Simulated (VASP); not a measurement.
Here is a VASP 6.6.1 calculation.

File POSCAR:

```
Be3CdSe4
1.0
    7.6779300000      0.0000000000      0.0000000000
    0.0000000000      6.6127600000      0.0000000000
    0.0000000000      0.0000000000      6.2968800000
Be Cd Se
6 2 8
Direct
    0.5000000000      0.6827100000      0.4975210000
    0.7492590000      0.1615130000      0.4971260000
    0.2507410000      0.1615130000      0.4971260000
    0.0000000000      0.3172900000      0.9975210000
    0.2492590000      0.8384870000      0.9971260000
    0.7507410000      0.8384870000      0.9971260000
    0.0000000000      0.6622850000      0.5031560000
    0.5000000000      0.3377150000      0.0031560000
    0.5000000000      0.7125100000      0.8565940000
    0.7765440000      0.1487010000      0.8558870000
    0.2234560000      0.1487010000      0.8558870000
    0.5000000000      0.3449780000      0.4214480000
    0.0000000000      0.2874900000      0.3565940000
    0.2765440000      0.8512990000      0.3558870000
    0.7234560000      0.8512990000      0.3558870000
    0.0000000000      0.6550220000      0.9214480000
```

The input INCAR.step1:

```
SYSTEM = Be3CdSe4
PREC = Accurate ; ENCUT = 520
EDIFF = 1E-6 ; ISMEAR = 0
SIGMA = 0.03 ; LREAL = .False.
LASPH = .True. ; NELM = 80
ALGO = Normal ; ISIF = 2
LWAVE = .False. ; LCHARG = .True.
GGA = PE ; KPAR = 4
```

File KPOINTS.step1:

```
Automatic mesh
0
Gamma
  4 4 4
  0 0 0
```

The input INCAR.step2:

```
SYSTEM = Be3CdSe4
PREC = Accurate ; ENCUT = 520
EDIFF = 1E-6 ; ISMEAR = 0
SIGMA = 0.05 ; LREAL = .False.
LASPH = .True. ; NELM = 80
ALGO = Normal ; ISIF = 2
LWAVE = .False. ; LCHARG = .False.
GGA = PE ; KPAR = 4
ICHARG = 11
```

KPOINTS.step2

```
path GXSYGZURTZ,YT,UX,SR
10
line-mode
reciprocal
 0.0000000000  0.0000000000  0.0000000000  G
 0.0000000000  0.0000000000 -0.5000000000  X

 0.0000000000  0.0000000000 -0.5000000000  X
 0.0000000000 -0.5000000000 -0.5000000000  S

 0.0000000000 -0.5000000000 -0.5000000000  S
 0.0000000000 -0.5000000000  0.0000000000  Y

 0.0000000000 -0.5000000000  0.0000000000  Y
 0.0000000000  0.0000000000  0.0000000000  G

 0.0000000000  0.0000000000  0.0000000000  G
-0.5000000000  0.0000000000  0.0000000000  Z

-0.5000000000  0.0000000000  0.0000000000  Z
-0.5000000000  0.0000000000 -0.5000000000  U

-0.5000000000  0.0000000000 -0.5000000000  U
-0.5000000000 -0.5000000000 -0.5000000000  R

-0.5000000000 -0.5000000000 -0.5000000000  R
-0.5000000000 -0.5000000000  0.0000000000  T

-0.5000000000 -0.5000000000  0.0000000000  T
-0.5000000000  0.0000000000  0.0000000000  Z

 0.0000000000 -0.5000000000  0.0000000000  Y
-0.5000000000 -0.5000000000  0.0000000000  T

-0.5000000000  0.0000000000 -0.5000000000  U
 0.0000000000  0.0000000000 -0.5000000000  X

 0.0000000000 -0.5000000000 -0.5000000000  S
-0.5000000000 -0.5000000000 -0.5000000000  R
```

Potentials or basis: VASP PAW PBE potentials, release 64 (Be, Cd, Se).

Run with:

```sh
$ cat potpaw_PBE.64/Be/POTCAR potpaw_PBE.64/Cd/POTCAR potpaw_PBE.64/Se/POTCAR > POTCAR
$ cp INCAR.step1 INCAR
$ cp KPOINTS.step1 KPOINTS
$ mpirun -np 4 vasp_std > vasp.out
$ cp INCAR.step2 INCAR
$ cp KPOINTS.step2 KPOINTS
$ mpirun -np 4 vasp_std > vasp.out
```

Question: What does it give for the band gap along the path?

Answer: 2.49 eV, direct.

Question: Estimate the band gap on the k mesh.

Answer: 2.49 eV, direct.

Levels at the corners of the path, in eV from the valence-band top:
| point | band 40 | band 41 | band 42 | band 43 | band 44 | band 45 |
| --- | --- | --- | --- | --- | --- | --- |
| Γ | -0.27 | -0.16 | 0.00 | 2.49 | 2.93 | 3.21 |
| X | -0.64 | -0.44 | -0.44 | 3.00 | 3.00 | 3.63 |
| X | -0.64 | -0.44 | -0.44 | 3.00 | 3.00 | 3.63 |
| S | -1.11 | -0.70 | -0.70 | 3.05 | 3.05 | 3.40 |
| S | -1.11 | -0.70 | -0.70 | 3.05 | 3.05 | 3.40 |
| Y | -0.77 | -0.42 | -0.32 | 2.72 | 3.14 | 3.60 |
| Y | -0.77 | -0.42 | -0.32 | 2.72 | 3.14 | 3.60 |
| Γ | -0.27 | -0.16 | 0.00 | 2.49 | 2.93 | 3.21 |
| Γ | -0.27 | -0.16 | 0.00 | 2.49 | 2.93 | 3.21 |
| Z | -0.74 | -0.64 | -0.64 | 3.64 | 3.64 | 3.81 |
| Z | -0.74 | -0.64 | -0.64 | 3.64 | 3.64 | 3.81 |
| U | -1.15 | -0.66 | -0.66 | 3.60 | 3.60 | 4.07 |
| U | -1.15 | -0.66 | -0.66 | 3.60 | 3.60 | 4.07 |
| R | -1.07 | -0.93 | -0.93 | 3.46 | 3.46 | 4.22 |
| R | -1.07 | -0.93 | -0.93 | 3.46 | 3.46 | 4.22 |
| T | -1.14 | -0.69 | -0.69 | 3.54 | 3.54 | 4.15 |
| T | -1.14 | -0.69 | -0.69 | 3.54 | 3.54 | 4.15 |
| Z | -0.74 | -0.64 | -0.64 | 3.64 | 3.64 | 3.81 |
| Y | -0.77 | -0.42 | -0.32 | 2.72 | 3.14 | 3.60 |
| T | -1.14 | -0.69 | -0.69 | 3.54 | 3.54 | 4.15 |
| U | -1.15 | -0.66 | -0.66 | 3.60 | 3.60 | 4.07 |
| X | -0.64 | -0.44 | -0.44 | 3.00 | 3.00 | 3.63 |
| S | -1.11 | -0.70 | -0.70 | 3.05 | 3.05 | 3.40 |
| R | -1.07 | -0.93 | -0.93 | 3.46 | 3.46 | 4.22 |

Caveat: the log is that of the step along the path at fixed density, whose energy, stress, charges and moments have no meaning. Expect the measured gap to be larger: semilocal functionals such as PBE lack the derivative discontinuity.
